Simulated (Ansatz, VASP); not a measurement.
# TiSe2: VASP beside Ansatz, part 2 of 2

One calculation is typed for both programs; each brings its own data sets. How far apart do they land? Of the first pair: The structure shown is the start of the Ansatz relaxation below; VASP solves that cell, so the two are compared at the walk's first step.

VASP 6.6.1 and Ansatz 0.2.0.

So far. Step 4 (Comparison): The forces differ by 15 meV/Å r.m.s., which is 8.8 % of the r.m.s. force of 0.169 eV/Å (both taken over all components). With vacuum in the cell, a pressure given here is an average over mostly empty space and none of the material.

## (5) Further runs

Further runs change the set-up of one program: Ansatz's method, potentials or start, or VASP's data sets, cutoff or form of LDA. The table gives that difference for each run.

```
                                                           run  r.m.s. force difference (meV/Å)
                                                      as above                               15
VASP with the data sets Se_sv_GW and Ti and a cutoff of 620 eV                               24
```

## (6) Ansatz: relaxation, LDA

This run makes the geometry at which the two programs are then compared.

The structure compared here is the end of the Ansatz relaxation.

Input file input.yaml:

```yaml
crystal:
  lattice:
    - [3.536, 0.0, 0.0]
    - [-1.768, 3.06226583, 0.0]
    - [0.0, 0.0, 19.0644416]
  atoms:
    - { symbol: Se, position: [0.0, 0.0, 0.58037061] }
    - { symbol: Se, position: [0.66666667, 0.33333333, 0.41962939] }
    - { symbol: Ti, position: [0.33333333, 0.66666667, 0.5] }
  periodic: [true, true, false]
kpoints:
  mp_grid: { grid: [7, 7, 1] }
scf:
  occupations: { method: fermi_dirac, width: 0.05 }
hamiltonian:
  xc: lda
output:
  forces: true
  stress: true
relax:
  f_tol: 0.02
  max_steps: 50
  cell: {}
```

Launch:

```
$ ansatz run input.yaml --threads 1 --pin off --max-ram 4096MiB --backend cpu --events-out ev --progress --plain --runs-dir out
```

Numbers of over 12 decimals in the logs are rounded to 6 here.

What it wrote:

```text
[...]
Crystal: 3 atoms, lattice volume = 324.075 Å³
Basis set: ecut = 420 eV, 6299 PW (Γ)
Bands: 27, of which v1, the nominal top of the filled ones, is band 22 counted from 1 (21 counted from 0)
Symmetry: 12 space group operations
[...]
k-points: 8 of 49
[...]
-0.000000      -0.000000      -0.000000
  P = ½ c Tr σ = -0.0086 N/m
--- Relaxed structure (4 steps of the walk, 4 accepted, 1 SCFs on fresh bases) ---
[...]
cell:  # Å, volume = 306.5541 Å³
    - [3.439086, 0.0, 0]
    - [-1.719543, 2.978336, 0]
    - [0, 0, 29.928883]
  atoms:
    - { symbol: Se, position: [0, 0, 0.369799] }
    - { symbol: Se, position: [0.666667, 0.333333, 0.267193] }
    - { symbol: Ti, position: [0.333333, 0.666667, 0.318496] }
[key lines of the parts left out:]
SCF converged after 7 iterations
Free energy (F): -13220.098223 eV
Fermi energy:    -5.607665 eV
```

## (7) VASP: single point, LDA, relaxed cell, pair 2

The same cell, functional (in two slightly different forms), mesh and smearing now go to VASP, with its own data sets.

Input file INCAR:

```
SYSTEM = TiSe2
PREC = Accurate
ENCUT = 400
EDIFF = 1E-06
NELM = 120
ISMEAR = -1
SIGMA = 0.05
LREAL = .FALSE.
ALGO = Normal
GGA = PW92
NBANDS = 18
LASPH = .TRUE.
LORBIT = 11
LWAVE = .FALSE.
LCHARG = .FALSE.
ISIF = 2
LDIPOL = .TRUE.
IDIPOL = 3
DIPOL = 0.5 0.5 0.318
LVHAR = .TRUE.
GGA_COMPAT = .FALSE.
NELMDL = -8
```

Input file POSCAR:

```
TiSe2
1.0
    3.4390857042      0.0000000000      0.0000000000
   -1.7195428521      2.9783355856      0.0000000000
    0.0000000000      0.0000000000     29.9288832028
Se Ti
2 1
Direct
    1.0000000000      0.0000000000      0.3697985755
    0.6666666666      0.3333333334      0.2671928374
    0.3333333333      0.6666666667      0.3184957065
```

Input file KPOINTS:

```
Automatic mesh
0
Gamma
7 7 1
0 0 0
```

Potentials, in the order of the species: Se and Ti_sv (LDA family, release 64).

Launch:

```
$ mpirun -np 1 vasp_std
```

What it wrote:

```text
[banner, memory and clock lines left out]
running    1 mpi-ranks, on    1 nodes
[...]
[... a notice as in an earlier step ...]

 LDA part: xc-table for (Slater(with rela. corr.)+PW92), standard interpolation
 POSCAR, INCAR and KPOINTS ok, starting setup
[...]
entering main loop
       N       E                     dE             d eps       ncg     rms          rms(c)
DAV:   1     0.154174132446E+03    0.15417E+03   -0.96887E+03   368   0.819E+02
DAV:   2    -0.130041177394E+01   -0.15547E+03   -0.15262E+03   402   0.227E+02
DAV:   3    -0.219374560736E+02   -0.20637E+02   -0.20548E+02   486   0.768E+01
DAV:   4    -0.228824168442E+02   -0.94496E+00   -0.94348E+00   380   0.152E+01
[...]
DAV:  25    -0.201196122324E+02   -0.11817E-05   -0.37094E-08   222   0.108E-03    0.336E-04
DAV:  26    -0.201196155194E+02   -0.32869E-05   -0.11888E-07   230   0.879E-04    0.142E-04
DAV:  27    -0.201196159142E+02   -0.39479E-06   -0.79520E-09   188   0.412E-04
   1 F= -.20119616E+02 E0= -.20115132E+02  d E =-.896728E-02
```

From OUTCAR (step 7):

```text
  Total        0.0017586      0.0017586      0.0075931      0.0000000      0.0000000      0.0000000
  in kB        0.0091909      0.0091909      0.0396848      0.0000000      0.0000000      0.0000000
  external PRESSURE =       0.0193556 kB  Pullay stress =       0.0000000 kB

 POSITION                                       TOTAL-FORCE (eV/Angst)
 -----------------------------------------------------------------------------------
      0.00000      0.00000     11.06766         0.000000     -0.000000      0.032408
      1.71954      0.99278      7.99678        -0.000000     -0.000000     -0.032408
     -0.00000      1.98556      9.53222        -0.000000      0.000000     -0.000000
 -----------------------------------------------------------------------------------
    total drift:                                0.000001     -0.000000      0.000187

  FREE ENERGIE OF THE ION-ELECTRON SYSTEM (eV)
  ---------------------------------------------------
  free  energy   TOTEN  =       -20.1196159142 eV

  energy  without entropy=      -20.1106486298  energy(sigma->0) =      -20.11513227

[... 1 part as in an earlier step ...]

[... 2 further parts left out ...]
[key lines of the parts left out:]
E-fermi :  -3.4551
```

## (8) Comparison

What differs besides the data sets and the points named for the pairs above, as far as they apply: the data sets hold 44 valence electrons in Ansatz (on its default PAW (the set named soft_2) files) and 24 in VASP. Total energies have different zeros and are not compared.

At this near-relaxed geometry the largest component of a force difference is 37 meV/Å. With vacuum in the cell, a pressure given here is an average over mostly empty space and none of the material.

## (9) Outcome

| Quantity | Value |
| --- | --- |
| r.m.s. force difference (single point, LDA, start cell, pair 1) | 15 meV/Å |
| r.m.s. force difference (single point, LDA, relaxed cell, pair 2) | 17 meV/Å |

**Reading.** The r.m.s. force difference is 17 meV/Å (single point, LDA, relaxed cell, pair 2), beyond the 12 meV/Å picked in this series as the mark of a large difference. The data sets hold unlike numbers of valence electrons (44 in Ansatz and 24 in VASP), so part of the differences comes from the potentials. Single point, LDA, start cell, pair 1, VASP with the data sets Se_sv_GW and Ti and a cutoff of 620 eV: r.m.s. force difference goes from 15 to 24 meV/Å. What causes the difference of the single point, LDA, relaxed cell, pair 2 pair stays open here. Such differences can come from data sets, numerical settings and the points named under the comparisons, not from the functional's error against experiment.

[Lines on the potential files, build, host, timing and source positions are cut from VASP's logs without a mark.]

[Logs are printed without paths, hosts, clocks, repeated set-up lines and the standing remarks that a program may print on its own settings, such as how far it seeks lower states.]

[Hosts, paths, dates, database ids (printed as entryN), source tags and the programs' standing remarks are cut or masked in the printed files.]
